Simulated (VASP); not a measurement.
# CaBi (P-6m2) in VASP: notebook

The runs below take CaBi through relaxation of cell and atoms, relaxation of the atoms, with PBE, RPBE, LDA.

Everything below comes from runs of VASP 6.6.1. Logs are shortened: lines on timing, memory, paths and dates and some standing lists are left out, and cuts for length are marked.

### 1 The crystal as given

Symmetry: P-6m2, No. 187, hexagonal system. Conventional cell: a = 4.085 Å, b = 4.085 Å, c = 4.645 Å, α = 90.00°, β = 90.00°, γ = 120.00°. Around Ca (site symmetry -6m2) lie 6 Bi at 3.31 Å. Bi (site symmetry -6m2) is surrounded by 6 Ca at 3.31 Å.

The cell was built by a generator and needn't be a form met in nature.

### 2 Relaxation of cell and atoms, PBE

Input file INCAR:

```
SYSTEM = CaBi
ALGO = Normal ; EDIFF = 1E-7
EDIFFG = -0.02 ; ENCUT = 600
GGA = PE ; IBRION = 2
ISIF = 3 ; ISMEAR = 1
LASPH = .True. ; LCHARG = .False.
LREAL = .False. ; LWAVE = .False.
NELM = 80 ; NSW = 60
PREC = Accurate ; SIGMA = 0.1
```

Input file KPOINTS:

```
k-points
0
Gamma
  8 8 6
  0 0 0
```

Input file POSCAR:

```
CaBi
1.0
    4.0849500000      0.0000000000      0.0000000000
   -2.0424800000      3.5376700000      0.0000000000
    0.0000000000      0.0000000000      4.6454500000
Ca Bi
1 1
Direct
    0.0000000000      0.0000000000      0.0000000000
    0.3333300000      0.6666700000      0.5000000000
```

Potentials or basis: VASP PAW PBE potentials, release 64 (Ca_sv, Bi_d).

The run is started by

```bash
$ cat potpaw_PBE.64/Ca_sv/POTCAR potpaw_PBE.64/Bi_d/POTCAR > POTCAR
$ mpirun -np 1 vasp_std > vasp.out
```

OUTCAR:

```text
SYSTEM = CaBi
   EDIFF = 1E-7
   EDIFFG = -0.02
   ENCUT = 600
   GGA = PE
   IBRION = 2
   ISIF = 3
   ISMEAR = 1
   LASPH = .True.
   LREAL = .False.
   NELM = 80
   NSW = 60
   PREC = Accurate

 ion  position               nearest neighbor table
   1  0.000  0.000  0.000-   2 3.31   2 3.31   2 3.31   2 3.31   2 3.31   2 3.31
   2  0.333  0.667  0.500-   1 3.31   1 3.31   1 3.31   1 3.31   1 3.31   1 3.31

  LATTYP: Found a hexagonal cell.
 ALAT       =     4.0849500000
 C/A-ratio  =     1.1372109818

  Lattice vectors:

 A1 = (   4.0849500000,   0.0000000000,   0.0000000000)
 A2 = (  -2.0424800000,   3.5376700000,   0.0000000000)
 A3 = (   0.0000000000,   0.0000000000,   4.6454500000)

Analysis of symmetry for initial positions (statically):
=====================================================================
 Subroutine PRICEL returns:
 Original cell was already a primitive cell.

 Routine SETGRP: Setting up the symmetry group for a
 hexagonal supercell.

 Subroutine GETGRP returns: Found  4 space group operations
 (whereof  4 operations were pure point group operations)
 out of a pool of 24 trial point group operations.

The static configuration has the point symmetry C_2v.

Analysis of symmetry for dynamics (positions and initial velocities):
=====================================================================
 Subroutine PRICEL returns:
 Original cell was already a primitive cell.

 Routine SETGRP: Setting up the symmetry group for a
 hexagonal supercell.

 Subroutine GETGRP returns: Found  4 space group operations
 (whereof  4 operations were pure point group operations)
 out of a pool of 24 trial point group operations.

The dynamic configuration has the point symmetry C_2v.

 Subroutine INISYM returns: Found  4 space group operations
 (whereof  4 operations are pure point group operations),
 and found     1 'primitive' translations

----------------------------------------------------------------------------------------

                                     Primitive cell

  volume of cell :      67.1324

  direct lattice vectors                    reciprocal lattice vectors
     4.084950000  0.000000000  0.000000000     0.244801038  0.141336310  0.000000000
    -2.042480000  3.537670000  0.000000000     0.000000000  0.282671928  0.000000000
     0.000000000  0.000000000  4.645450000     0.000000000  0.000000000  0.215264398

  length of vectors
     4.084950000  4.084952090  4.645450000     0.282672073  0.282671928  0.215264398

  position of ions in fractional coordinates (direct lattice)
     0.000000000  0.000000000  0.000000000
     0.333330000  0.666670000  0.500000000

  ion indices of the primitive-cell ions
   primitive index   ion index
                 1           1
                 2           2

----------------------------------------------------------------------------------------

 KPOINTS: k-points

Automatic generation of k-mesh.
 Grid dimensions read from file:
 generate k-points for:    8    8    6

 Generating k-lattice:

  Cartesian coordinates                     Fractional coordinates (reciprocal lattice)
     0.030600130  0.017667039  0.000000000     0.125000000  0.000000000  0.000000000
     0.000000000  0.035333991  0.000000000     0.000000000  0.125000000  0.000000000
     0.000000000  0.000000000  0.035877400     0.000000000  0.000000000  0.166666667

  Length of vectors
     0.035334009  0.035333991  0.035877400

  Shift w.r.t. Gamma in fractional coordinates (k-lattice)
     0.000000000  0.000000000  0.000000000

 Subroutine IBZKPT returns following result:
 ===========================================

 Found     84 irreducible k-points:

 Following reciprocal coordinates:
            Coordinates               Weight
  0.000000  0.000000  0.000000      1.000000
  0.125000  0.000000  0.000000      4.000000
 -0.125000  0.125000  0.000000      2.000000
  0.250000  0.000000  0.000000      4.000000
 -0.250000  0.250000  0.000000      2.000000
  0.375000 -0.000000  0.000000      4.000000
[... 16 lines left out ...]
  0.125000  0.000000  0.166667      8.000000
 -0.125000  0.125000  0.166667      4.000000
 [... further k-points ...]
   k-points           NKPTS =     84   k-points in BZ     NKDIM =     84   number of bands    NBANDS=     16
   number of dos      NEDOS =    301   number of ions     NIONS =      2
   total plane-waves  NPLWV =  51840
   dimension x,y,z NGX =    36 NGY =   36 NGZ =   40
   dimension x,y,z NGXF=    72 NGYF=   72 NGZF=   80
   ions per type =               1   1
   NGX,Y,Z   is equivalent  to a cutoff of  14.65, 14.65, 14.31 a.u.
   NGXF,Y,Z  is equivalent  to a cutoff of  29.30, 29.30, 28.63 a.u.
 SYSTEM =  CaBi
   PREC   = accura    normal or accurate (medium, high low for compatibility)
   ISTART =      0    job   : 0-new  1-cont  2-samecut
   ICHARG =      2    charge: 1-file 2-atom 10-const
   ISPIN  =      1    spin polarized calculation?
   LNONCOLLINEAR =      F non collinear calculations
   LSORBIT =      F    spin-orbit coupling
   LASPH  =      T    aspherical Exc in radial PAW
   ENCUT  =  600.0 eV  44.10 Ry    6.64 a.u.   8.16  8.16  9.28*2*pi/ulx,y,z
   NELM   =     80;   NELMIN=  2; NELMDL= -5     # of ELM steps
   EDIFF  = 0.1E-06   stopping-criterion for ELM
   LREAL  =      F    real-space projection
   EDIFFG = -.2E-01   stopping-criterion for IOM
   NSW    =     60    number of steps for IOM
   IBRION =      2    ionic relax: 0-MD 1-quasi-New 2-CG
   NFREE  =      1    steps in history (QN), initial steepest desc. (CG)
   ISIF   =      3    stress and relaxation
   ISYM   =      2    0-nonsym 1-usesym 2-fastsym
   POTIM  = 0.5000    time-step for ionic-motion
   TEBEG  =    0.0;   TEEND  =   0.0 temperature during run
   PSTRESS=    0.0 pullay stress
   NELECT =      25.0000    total number of electrons
   NUPDOWN=      -1.0000    fix difference up-down
   EMIN   =  10.00;   EMAX   =-10.00  energy-range for DOS
   EFERMI =   0.00;   METHOD = LEGACY
   ISMEAR =     1;   SIGMA  =   0.10  broadening in eV -4-tet -1-fermi 0-gaus
   EFERMI_NEDOS =   21; number of points for ismear=-14 and -15
   IALGO  =     38    algorithm
   IMIX   =      4    mixing-type and parameters
     AMIX     =   0.40;   BMIX     =  1.00
     AMIX_MAG =   1.60;   BMIX_MAG =  1.00
  volume/ion in A,a.u.               =      33.57       226.52
  Fermi-wavevector in a.u.,A,eV,Ry     =   1.177816  2.225750 18.874698  1.387251
  Thomas-Fermi vector in A             =   2.314156
   LORBIT       =      0    0 simple, 1 ext, 2 COOP (PROOUT), +10 PAW based schemes
   GGA     = PE    functional components
   LHFCALC =     F    Hartree Fock is set to
   AEXX    =    0.0000 exact exchange contribution
   IVDW    =     0    specifies the selected vdW correction
   LEPSILON=     F    determine dielectric tensor
   LRPA    =     F    only Hartree local field effects (RPA)
 conjugate gradient relaxation of ions
 non-spin polarized calculation
 Methfessel and Paxton  Order N= 1 SIGMA  =   0.10
  energy-cutoff  :      600.00
  volume of cell :       67.13
 maximum number of plane-waves:      2264
 NGX is ok and might be reduce to    36
   NGX = 17   NGY = 17   NGZ = 19

--------------------------------------- Ionic step        1  -------------------------------------------

 number of electron      24.9999999 magnetization

 Free energy of the ion-electron system (eV)
  ---------------------------------------------------
  ext. energy  EPLUGINS =         0.00000000
  ---------------------------------------------------
  free energy    TOTEN  =        -6.99995290 eV

  energy without entropy =       -6.99982171  energy(sigma->0) =       -6.99990917

------------------------ aborting loop because EDIFF is reached ----------------------------------------

  FORCE on cell =-STRESS in cart. coord.  units (eV):
  Direction    XX          YY          ZZ          XY          YZ          ZX
  --------------------------------------------------------------------------------------
  -------------------------------------------------------------------------------------
  Total       -0.0503859     -0.0504463      0.1155058     -0.0000522      0.0000000      0.0000000
  in kB       -1.2025068     -1.2039480      2.7566547     -0.0012467      0.0000000      0.0000000
  external PRESSURE =       0.1167333 kB  Pullay stress =       0.0000000 kB
[... 57 lines left out ...]
  energy  without entropy=       -7.0001567723  energy(sigma->0) =       -7.00024644

--------------------------------------- Ionic step        3  -------------------------------------------

 number of electron      25.0000000 magnetization

 Free energy of the ion-electron system (eV)
  ---------------------------------------------------
  ext. energy  EPLUGINS =         0.00000000
  ---------------------------------------------------
  free energy    TOTEN  =        -7.00040027 eV

  energy without entropy =       -7.00024438  energy(sigma->0) =       -7.00034830

 E-fermi :   4.6650     XC(G=0):  -9.0717

 val. band max:        4.5734580931   @ k =   0.0000   0.0000   0.0000
 cond. band min:       4.6757832376   @ k =  -0.1250   0.1250   0.1667
 fundamental gap:      0.1023251446
 Fermi energy:         4.6650469669

 k-point     1 :       0.0000    0.0000    0.0000
  band No.  band energies     occupation
      1     -36.8144      2.00000
      2     -17.8499      2.00000
      3     -17.8499      2.00000
      4     -17.7735      2.00000
      5     -17.4975      2.00000
      6     -17.4975      2.00000
[... 8 lines left out ...]
     15       7.6404      0.00000
     16       8.2089      0.00000
[... 420 lines left out ...]
  band No.  band energies     occupation
      1     -36.8134      2.00000
      2     -17.8623      2.00000
      3     -17.8533      2.00000
      4     -17.7886      2.00000
      5     -17.5042      2.00000
      6     -17.5022      2.00000
[... 8 lines left out ...]
     15       7.7641      0.00000
     16       7.8292      0.00000

 [... further k-points ...]
[... 5 lines left out ...]
  --------------------------------------------------------------------------------------
  -------------------------------------------------------------------------------------
  Total       -0.0368709     -0.0369147     -0.0273627     -0.0000379      0.0000000      0.0000000
  in kB       -0.8793921     -0.8804363     -0.6526159     -0.0009033      0.0000000      0.0000000
  external PRESSURE =      -0.8041481 kB  Pullay stress =       0.0000000 kB
[... 17 lines left out ...]
  FREE ENERGIE OF THE ION-ELECTRON SYSTEM (eV)
  ---------------------------------------------------
  free  energy   TOTEN  =        -7.0004002688 eV

  energy  without entropy=       -7.0002443774  energy(sigma->0) =       -7.00034830

 reached required accuracy - stopping structural energy minimisation
```

Run time: 91 s. Hardware: 1 thread of Intel Xeon 6975P-C (Granite Rapids), shared host; peak memory 0.3 GiB.

What came out:

```yaml
Free_energy: -7.0004 eV
Relaxed_volume: 33.59 Å³/atom
Relaxed_cell: a = 4.076 Å, b = 4.076 Å, c = 4.670 Å, α = 90.00°, β = 90.00°, γ = 120.00°
Space_group_after_relaxing_to_0.05_Å: P-6m2 (No. 187)
Energy_gained_by_relaxing: 0.2 meV/atom
Ionic_steps: 3
Pressure_after_relaxing: -0.1 GPa
Band_gap_on_the_k_mesh: none (metal or under the smearing width)
```

The path:
```csv
step,energy change (eV),largest force (eV/Å),pressure (GPa),volume (Å³)
1,0.0000,0.0000,0.01,67.13
2,-0.0003,0.0000,-0.04,67.16
3,-0.0004,0.0000,-0.08,67.18
```

Final structure:
```yaml
crystal:
  lattice:
    - [4.07564, -0.00001, 0.00000]
    - [-2.03783, 3.52960, 0.00000]
    - [0.00000, 0.00000, 4.66973]
  atoms:
    - { symbol: Ca, position: [0.00000, 0.00000, 0.00000] }
    - { symbol: Bi, position: [0.33333, 0.66667, 0.50000] }
```

Caveat: spin-orbit coupling is left out, which moves the levels of the heavy elements.

### 3 Relaxation of the atoms, RPBE

Input file INCAR:

```
SYSTEM = CaBi
PREC     = Accurate       ! precision mode
ENCUT    = 520            ! plane-wave cutoff, eV
EDIFF    = 1E-6           ! SCF threshold, eV
ISMEAR   = 1              ! smearing method
SIGMA    = 0.1            ! smearing width, eV
LREAL    = .False.        ! projectors in reciprocal space
LASPH    = .True.         ! aspherical terms in the spheres
NELM     = 60             ! most SCF steps
ALGO     = Normal         ! electronic algorithm
ISIF     = 2              ! what is computed and relaxed
LWAVE    = .False.        ! write WAVECAR
LCHARG   = .False.        ! write CHGCAR
GGA      = RP             ! functional
IBRION   = 2              ! ionic algorithm
NSW      = 60             ! ionic steps
EDIFFG   = -0.005         ! ionic threshold
```

Input file KPOINTS:

```
Automatic mesh
0
Gamma
  8 8 6
  0 0 0
```

POSCAR is that of step 2.

Potentials or basis: VASP PAW PBE potentials, release 64 (Ca_sv, Bi_d).

The run is started by

```bash
$ cat potpaw_PBE.64/Ca_sv/POTCAR potpaw_PBE.64/Bi_d/POTCAR > POTCAR
$ mpirun -np 1 vasp_std > vasp.out
```

It took 38 s on 1 thread of Intel Xeon 6975P-C (Granite Rapids), shared host; peak memory 0.24 GiB.

Results (log left out):

```
Free energy             : -6.3705 eV
Pressure after relaxing : 1.3 GPa
Band gap on the k mesh  : none (metal or under the smearing width)
```

Stress tensor (GPa, compression positive):
```
1.14 0.00 0.00
0.00 1.14 0.00
0.00 0.00 1.73
```

Final structure:
```xyz
2
Lattice="4.0850 0.0000 0.0000 -2.0425 3.5377 0.0000 0.0000 0.0000 4.6455" Properties=species:S:1:pos:R:3 pbc="T T T"
Ca    0.0000    0.0000    0.0000
Bi    0.0000    2.3585    2.3227
```

Levels at points of the mesh, in eV from the Fermi level:
```tsv
k point	band 8	band 9	band 10	band 11	band 12	band 13	band 14	band 15	band 16
(0.00, 0.00, 0.00)	-22.16	-22.14	-11.03	-1.03	0.02	0.91	0.91	2.99	3.59
(0.50, 0.00, 0.00)	-22.11	-22.09	-10.01	-3.52	-0.80	0.41	1.18	3.00	3.30
(0.50, 0.50, 0.00)	-22.11	-22.09	-10.01	-3.52	-0.80	0.41	1.18	3.00	3.30
(0.00, 0.00, 0.50)	-22.14	-22.13	-10.63	-4.07	1.44	1.44	2.65	2.65	2.99
(0.50, 0.00, 0.50)	-22.12	-22.11	-9.88	-2.83	-2.36	-0.10	0.68	3.47	3.53
(0.50, 0.50, 0.50)	-22.12	-22.11	-9.88	-2.83	-2.36	-0.10	0.68	3.47	3.53
```

Caveat: the relaxation stopped at its first step, so nothing moved; the PAW data sets were made with another functional, which shifts forces and pressure a little; spin-orbit coupling is left out, which moves the levels of the heavy elements.

### 4 Relaxation of cell and atoms, LDA

Input file INCAR:

```
ALGO = Fast ; EDIFF = 1E-6
EDIFFG = -0.01 ; ENCUT = 600
IBRION = 2 ; ISIF = 3
ISMEAR = 1 ; LASPH = T
LCHARG = F ; LREAL = F
LWAVE = F ; NELM = 80
NSW = 40 ; PREC = Accurate
SIGMA = 0.1
```

Input file CaBi.cif:

```cif
data_CaBi
_cell_length_a 4.08495105
_cell_length_b 4.08495105
_cell_length_c 4.64545000
_cell_angle_alpha 90.00000000
_cell_angle_beta 90.00000000
_cell_angle_gamma 120.00000000
_space_group_name_H-M_alt 'P-6m2'
_space_group_name_Hall 'P -6 2'
_space_group_IT_number 187
loop_
_space_group_symop_operation_xyz
'x,y,z'
'-x+y,-x,-z'
'-y,x-y,z'
'x,y,-z'
'-x+y,-x,z'
'-y,x-y,-z'
'-y,-x,-z'
'x,x-y,z'
'-x+y,y,-z'
'-y,-x,z'
'x,x-y,-z'
'-x+y,y,z'
loop_
_atom_site_label
_atom_site_type_symbol
_atom_site_symmetry_multiplicity
_atom_site_Wyckoff_symbol
_atom_site_fract_x
_atom_site_fract_y
_atom_site_fract_z
_atom_site_occupancy
Ca1 Ca 1 a 0.0000000000 0.0000000000 0.0000000000 1
Bi1 Bi 1 d 0.3333333333 0.6666666667 0.5000000000 1
```

Input file KPOINTS:

```
k-points
0
Gamma
  8 8 6
```

Input file POSCAR:

```
Ca Bi
 1.0000000000000000
     4.0849510499999999    0.0000000000000000    0.0000000000000000
    -2.0424755249999991    3.5376713825159167    0.0000000000000000
     0.0000000000000000    0.0000000000000000    4.6454500000000003
 Ca  Bi 
   1   1
Cartesian
  0.0000000000000000  0.0000000000000000  0.0000000000000000
 -0.0000000002042470  2.3584475884618668  2.3227250000000002
```

Potentials or basis: VASP PAW LDA potentials, release 54 (Ca_sv, Bi_d).

The run is started by

```bash
$ ase convert -i cif -o vasp CaBi.cif POSCAR
$ cat potpaw_LDA.54/Ca_sv/POTCAR potpaw_LDA.54/Bi_d/POTCAR > POTCAR
$ mpirun -np 1 vasp_std > vasp.out
```

Run time: 3.4 min. Hardware: 1 thread of Intel Xeon 6975P-C (Granite Rapids), shared host; peak memory 0.22 GiB.

The run converged. Its results:

- Free energy: -8.1206 eV
- Relaxed volume: 30.51 Å³/atom
- Relaxed cell: a = 3.930 Å, b = 3.930 Å, c = 4.562 Å, α = 90.00°, β = 90.00°, γ = 120.00°
- Space group after relaxing (to 0.05 Å): P-6m2 (No. 187)
- Energy gained by relaxing: 31.3 meV/atom
- Ionic steps: 8
- Pressure after relaxing: 0.0 GPa
- Band gap on the k mesh: none (metal or under the smearing width)

The path:
```csv
step,energy change (eV),largest force (eV/Å),pressure (GPa),volume (Å³)
1,0.0000,0.0000,-3.07,67.13
2,-0.0580,0.0000,0.27,61.07
3,-0.0584,0.0000,-0.05,61.49
4,-0.0584,0.0000,0.00,61.38
5,-0.0615,0.0000,0.05,61.13
6,-0.0626,0.0000,0.06,60.86
7,-0.0626,0.0000,0.06,60.88
8,-0.0626,0.0000,-0.01,61.01
```

Final structure:
```
Ca Bi
1.0
     3.92957    0.00000    0.00000
    -1.96479    3.40311    0.00000
     0.00000    0.00000    4.56249
Ca Bi
1 1
Cartesian
  0.0000 0.0000 4.5625
  0.0000 2.2687 2.2812
```

Levels at points of the mesh, in eV from the Fermi level:
| k point | band 10 | band 11 | band 12 | band 13 | band 14 | band 15 |
| --- | --- | --- | --- | --- | --- | --- |
| (0.00, 0.00, 0.00) | -11.47 | -1.19 | -0.23 | 0.97 | 0.97 | 3.43 |
| (0.50, 0.00, 0.00) | -10.17 | -3.91 | -1.04 | 0.53 | 0.94 | 3.23 |
| (0.00, 0.00, 0.50) | -10.98 | -4.44 | 1.59 | 1.59 | 2.56 | 2.56 |
| (0.50, 0.00, 0.50) | -10.06 | -3.18 | -2.50 | -0.16 | 0.51 | 3.39 |

Caveat: spin-orbit coupling is left out, which moves the levels of the heavy elements.

### 5 The runs side by side

| task | level | potentials or basis | cell | cutoff (eV) | gap on the mesh (eV) | pressure (GPa) | relaxed volume (Å³/atom) |
| --- | --- | --- | --- | --- | --- | --- | --- |
| relaxation of cell and atoms | PBE | VASP PAW PBE potentials, release 64 (Ca_sv, Bi_d) | relaxed | 600 | none | -0.1 | 33.59 |
| relaxation of the atoms | RPBE | VASP PAW PBE potentials, release 64 (Ca_sv, Bi_d) | atoms relaxed | 520 | none | 1.3 | - |
| relaxation of cell and atoms | LDA | VASP PAW LDA potentials, release 54 (Ca_sv, Bi_d) | relaxed | 600 | none | 0.0 | 30.51 |

Alike in all rows: no spin polarisation; k mesh 8 × 8 × 6; smearing methfessel-paxton 0.1 eV.

Caveats: spin-orbit coupling is left out, which moves the levels of the heavy elements; the relaxation stopped at its first step, so nothing moved (some runs); the PAW data sets were made with another functional, which shifts forces and pressure a little (some runs).

Total energies depend on the potentials used, so only differences within one code and one set of settings carry meaning.
